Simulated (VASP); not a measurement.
Computed with PBEsol GGA, VASP's PBE PAW potentials (set 64) (plane waves; VASP).

VASP input:

INCAR:
```
SYSTEM=Mn
PREC=Accurate; ENCUT=400; LREAL=F
LASPH=T; ICHARG=11
EDIFF=1E-7; NELM=100; ALGO=Normal
LMAXMIX=4
ISMEAR=0; SIGMA=0.05
GGA=PS
LWAVE=F; LCHARG=F; LORBIT=11
```

### KPOINTS
```
k-points along high-symmetry lines
11
Line-mode
Reciprocal
  0.000000   0.000000   0.000000 ! GAMMA
  0.000000   0.000000   0.500000 ! X

  0.000000   0.000000   0.500000 ! X
 -0.500000   0.500000   0.500000 ! M

 -0.500000   0.500000   0.500000 ! M
  0.000000   0.000000   0.000000 ! GAMMA

  0.000000   0.000000   0.000000 ! GAMMA
  0.324423   0.324423  -0.324423 ! Z

 -0.324423   0.675577   0.324423 ! Z_0
 -0.500000   0.500000   0.500000 ! M

  0.000000   0.000000   0.500000 ! X
  0.250000   0.250000   0.250000 ! P

  0.250000   0.250000   0.250000 ! P
  0.000000   0.500000   0.000000 ! N

  0.000000   0.500000   0.000000 ! N
  0.000000   0.000000   0.000000 ! GAMMA
```

**POSCAR**
```
Mn
1
   -2.1825307504     2.1825307504     1.1573842429
    2.1825307504    -2.1825307504     1.1573842429
    2.1825307504     2.1825307504    -1.1573842429
Mn
2
Direct
  0.7500000000   0.2500000000   0.5000000000
  0.0000000000   0.0000000000   0.0000000000
```

POTCAR, in this order: Mn_pv (PBE.64 set). Program: vasp_std. Read from the step before: CHGCAR.

The run wrote:

**OSZICAR**
```
       N       E                     dE             d eps       ncg     rms          rms(c)
DAV:   1     0.205207949680E+03    0.20521E+03   -0.14360E+04  3152   0.183E+03
DAV:   2    -0.100578195483E+02   -0.21527E+03   -0.21256E+03  3059   0.459E+02
DAV:   3    -0.184332574349E+02   -0.83754E+01   -0.81047E+01  3313   0.103E+02
DAV:   4    -0.185847194124E+02   -0.15146E+00   -0.14996E+00  3217   0.133E+01
DAV:   5    -0.185878194104E+02   -0.31000E-02   -0.30441E-02  3345   0.185E+00
DAV:   6    -0.185879036775E+02   -0.84267E-04   -0.84267E-04  3225   0.319E-01
DAV:   7    -0.185879072318E+02   -0.35544E-05   -0.35538E-05  3230   0.647E-02
DAV:   8    -0.185879073939E+02   -0.16203E-06   -0.16179E-06  2588   0.132E-02
DAV:   9    -0.185879074000E+02   -0.61264E-08   -0.64019E-08  1657   0.287E-03
   1 F= -.18587907E+02 E0= -.18586277E+02  d E =-.326137E-02
```

File OUTCAR:
```
 val. band max:       10.5265086450   @ k =   0.1622   0.1622  -0.1622

 cond. band min:      10.5356575573   @ k =  -0.4122   0.5878   0.4122



 k-point     1 :       0.0000    0.0000    0.0000
  band No.  band energies     occupation
      1     -38.0880      2.00000
      2     -38.0880      2.00000
      3     -37.3077      2.00000
      4     -37.2992      2.00000
      5     -37.2812      2.00000
      6     -37.2812      2.00000
      7       1.8842      2.00000
      8       5.1839      2.00000
      9       6.8736      2.00000
     10       7.2292      2.00000
     11       7.7831      2.00000
     12      10.7988      0.00000
     13      10.7988      0.00000
     14      10.8335      0.00000
     15      10.8335      0.00000
     16      12.0533      0.00000
     17      12.9789      0.00000

 k-point     2 :       0.0000    0.0000    0.0500
  band No.  band energies     occupation
      1     -38.0834      2.00000
      2     -38.0834      2.00000
      3     -37.3210      2.00000
      4     -37.2987      2.00000
      5     -37.2872      2.00000
      6     -37.2728      2.00000
      7       1.9296      2.00000
      8       5.2109      2.00000
      9       6.8905      2.00000
     10       7.2175      2.00000
     11       7.7714      2.00000
     12      10.7964      0.00000
     13      10.8099      0.00000
     14      10.8444      0.00000
     15      10.8449      0.00000
     16      12.0291      0.00000
     17      12.8728      0.00000

 k-point     3 :       0.0000    0.0000    0.1000
  band No.  band energies     occupation
      1     -38.0712      2.00000
      2     -38.0704      2.00000
      3     -37.3472      2.00000
      4     -37.3052      2.00000
      5     -37.2973      2.00000
      6     -37.2616      2.00000
      7       2.0651      2.00000
      8       5.2893      2.00000
      9       6.9411      2.00000
     10       7.1841      2.00000
     11       7.7380      2.00000
     12      10.7851      0.00000
...
```

The density is held fixed in this step, so its total energy and stress have no physical meaning.

The structure was generated: Mn was put into the beta-Sn type (I4_1/amd), which need not be its known phase. It was relaxed first, which changed the volume by -9 %. The run is not spin-polarised, so no magnetic state was tried.
